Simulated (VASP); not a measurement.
TiO2: single point with PBE+U

**Experimental background.**

“Shallow Valence Band of Rutile GeO2 and P-type Doping”, 2020, arxiv:2011.08928 quotes, for a bulk crystal of TiO2 at 1.6 K: band gap 3.03 eV (direct).

The system is TiO2.

```xyz
12
Lattice="4.6107 0.0000 0.0000 0.0000 9.2214 0.0000 0.0000 0.0000 2.9732" Properties=species:S:1:pos:R:3 pbc="T T T"
O     1.4076    1.4076    0.0000
O     1.4076    6.0183    0.0000
O     0.8977    3.7130    1.4866
O     0.8977    8.3237    1.4866
O     3.2031    3.2031    0.0000
O     3.2031    7.8138    0.0000
O     3.7130    0.8977    1.4866
O     3.7130    5.5084    1.4866
Ti    0.0000    0.0000    0.0000
Ti    0.0000    4.6107    0.0000
Ti    2.3053    2.3053    1.4866
Ti    2.3053    6.9160    1.4866
```

```json
{
 "Program": "VASP 6.6.1",
 "Task": "single point",
 "Functional": "PBE",
 "Potentials or basis": "VASP PAW PBE potentials, release 64 (O, Ti_sv)",
 "Cutoff": "520 eV",
 "k mesh": "4 × 2 × 6",
 "Occupations": "gaussian, width 0.1 eV",
 "Spin": "no spin polarisation",
 "Hubbard terms": "Ti d U = 3.0 eV"
}
```

* Pressure: 8.2 GPa
* Largest force: 0.197 eV/Å
* Band gap on the k mesh: 2.23 eV

Forces in eV/Å, atoms in the order of the input:
```
O   -0.139 -0.139  0.000
O   -0.139 -0.139  0.000
O    0.139 -0.139  0.000
O    0.139 -0.139  0.000
O    0.139  0.139  0.000
O    0.139  0.139  0.000
O   -0.139  0.139  0.000
O   -0.139  0.139  0.000
Ti   0.000  0.000  0.000
Ti   0.000  0.000  0.000
Ti   0.000  0.000  0.000
Ti   0.000  0.000  0.000
```

Stress tensor (GPa, compression positive):
```
7.46 0.00 0.00
0.00 7.46 0.00
0.00 0.00 9.71
```

Levels at points of the mesh, in eV from the valence-band top:
```tsv
k point	band 46	band 47	band 48	band 49	band 50	band 51
(0.00, 0.00, 0.00)	-0.49	-0.49	0.00	2.23	2.47	2.77
(0.50, 0.00, 0.00)	-1.12	-0.76	-0.76	2.24	2.24	2.85
(0.00, 0.50, 0.00)	-0.84	-0.24	-0.24	2.50	2.50	2.80
(0.50, 0.50, 0.00)	-1.09	-1.09	-1.09	2.59	2.59	2.59
(0.00, 0.00, 0.50)	-1.46	-1.06	-1.06	2.26	2.26	3.26
(0.50, 0.00, 0.50)	-1.06	-0.72	-0.72	2.26	2.26	2.90
(0.00, 0.50, 0.50)	-1.61	-1.61	-1.61	2.76	2.76	2.76
(0.50, 0.50, 0.50)	-0.91	-0.91	-0.91	2.51	2.51	2.51
```

Eigenvalues of the final occupation matrices:
```csv
site,spin,trace,eigenvalues
site 9 d,1,0.81,0.08 0.10 0.10 0.25 0.27
site 9 d,2,0.81,0.08 0.10 0.10 0.25 0.27
site 10 d,1,0.81,0.08 0.10 0.10 0.25 0.27
site 10 d,2,0.81,0.08 0.10 0.10 0.25 0.27
site 11 d,1,0.81,0.08 0.10 0.10 0.25 0.27
site 11 d,2,0.81,0.08 0.10 0.10 0.25 0.27
site 12 d,1,0.81,0.08 0.10 0.10 0.25 0.27
site 12 d,2,0.81,0.08 0.10 0.10 0.25 0.27
```

Run time: 4.3 min on 1 thread of AMD EPYC 7R13 Processor (Zen 3), with other jobs on the host, peak memory 0.27 GiB.

Against the measured gap of TiO2, 3.03 eV (direct; 1.6 K; quoted in “Shallow Valence Band of Rutile GeO2 and P-type Doping”, 2020, arxiv:2011.08928), the calculated 2.23 eV is off by -0.80 eV. 2 values of this kind are on record in papers (3.03 to 3.05 eV); this one was drawn at random among those near their median. The value is that of PBE+U on a finite k mesh, which can miss the band edges, without temperature or zero-point motion.
